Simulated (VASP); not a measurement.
LiBr (rock salt), at 0.96 of the tabulated volume:

```xyz
2
Lattice="0.0000 2.7128 2.7128 2.7128 0.0000 2.7128 2.7128 2.7128 0.0000" Properties=species:S:1:pos:R:3 pbc="T T T"
Li     0.0000     0.0000     0.0000
Br     2.7128     2.7128     2.7128
```

The lowest empty band near Γ, direction [111], from PBE with spin-orbit coupling in VASP (PAW); its two spin partners are averaged. The gap over the points computed is 4.96 eV, and the next band on that side lies 5.39 eV away at the edge.

Settings: 520 eV cut-off, 9×9×9 Γ-centred mesh, Gaussian smearing of 0.050 eV, potentials Li_sv Br.

```
distance from the edge in k (1/Å)  distance in energy (meV)
---------------------------------  ------------------------
0.018                                                   3.6
0.025                                                   6.9
0.035                                                  13.4
0.050                                                  27.1
0.070                                                  52.5
```

**Question.** Fit E(1 + αE) = ħ²k²/2m* (ħ²/2m0 = 3.810 eV Å²) and predict the row at 0.095 1/Å.

**Answer.** Least squares on the energies gives the electron mass m* = 0.346 m0 and α = 0.53 per eV, and so 94.6 meV. The run gave 95.0 meV, +0.4 meV from the fit.

Left out are points under 3 meV from the edge, since the levels carry 0.1 meV, and points farther than half the way to the next band.

The compound is LiBr in the rock salt structure. The cell was not relaxed at this level.
